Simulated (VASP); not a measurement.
The input files of a VASP run:

KPOINTS:
```
kpoints
0
gamma
  6 6 6
0 0 0
```

**INCAR**
```
! general
SYSTEM         =  Cs
PREC           =  Accurate
ENCUT          =  300
LREAL          =  .FALSE.
LASPH          =  .TRUE.

! electronic loop
EDIFF          =  1E-6
NELM           =  100
ALGO           =  Normal
LMAXMIX        =  4

! smearing
ISMEAR         =  -1
SIGMA          =  0.05

! functional
GGA            =  PE
GGA_COMPAT     =  .FALSE.

! spin
MAGMOM         =  3*0.0
LSORBIT        =  .TRUE.
LNONCOLLINEAR  =  .TRUE.

! ions
ISIF           =  2

! output
LWAVE          =  .FALSE.
LCHARG         =  .FALSE.
LORBIT         =  11
```

**POSCAR**
```
Cs
1
   -3.0500000000     3.0500000000     3.0500000000
    3.0500000000    -3.0500000000     3.0500000000
    3.0500000000     3.0500000000    -3.0500000000
Cs
1
Direct
  0.0000000000   0.0000000000   0.0000000000
```

POTCAR, in this order: Cs_sv (PBE.64 set). Program: vasp_ncl.

### Question
Translate this PBE+SOC calculation to Ansatz.

### Answer
One equivalent input (not run):
Ansatz 0.2 input:
```yaml
crystal:
  lattice:
    - [-3.0500000, 3.0500000, 3.0500000]
    - [3.0500000, -3.0500000, 3.0500000]
    - [3.0500000, 3.0500000, -3.0500000]
  atoms:
    - { symbol: Cs, position: [0.0000000, 0.0000000, 0.0000000] }
kpoints:
  mp_grid: { grid: [6, 6, 6] }
hamiltonian:
  xc: pbe
  pseudopotentials: { kind: paw }
magnetization: { noncollinear: true, spin_orbit: true }
scf:
  occupations: { method: fermi_dirac, width: 0.05 }
  max_iter: 100
output: { forces: true, stress: true, eigenvalues: true }
```
What does not carry over: each code has its own PAW files, so the cut-off isn't converted (ENCUT is set for VASP's; basis.ecutwfc is left out, and Ansatz then takes the one that its files recommend); Ansatz stops its SCF on the density residual and VASP on the energy change (EDIFF).

The structure is a typed Cs crystal (Im-3m). The cell was not relaxed at this level. The run is one of a series of settings (GGA_COMPAT = .FALSE., LNONCOLLINEAR = .TRUE., LSORBIT = .TRUE., MAGMOM = 0.0 0.0 0.0, program vasp_ncl against the base run), some of them coarse on purpose.
